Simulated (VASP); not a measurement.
Crystal: As.

```
As
1.0
     1.89439    1.09373    3.36161
    -1.89439    1.09373    3.36161
     0.00000   -2.18745    3.36161
As
2
Direct
  0.23056 0.23056 0.23056
  0.76944 0.76944 0.76944
```

Base run:

```yaml
Program: VASP 6.6.1
Functional: r2SCAN
Potentials_or_basis: VASP PAW PBE potentials, release 64 (As)
Cutoff: 520 eV
k_mesh: 15 × 15 × 15
Occupations: gaussian, width 0.1 eV
Spin: no spin polarisation
```

Its results: band gap on the k mesh none (metal or under the smearing width); pressure 1.3 GPa.

Task: The run is repeated on the same cell with these changes: functional from r2SCAN to PBEsol; cutoff from 520 eV to 700 eV. What comes out?

Result: Band gap on the k mesh none (metal or under the smearing width); pressure 0.0 GPa.

Caveats: the PAW data sets were made with another functional, which shifts forces and pressure a little.
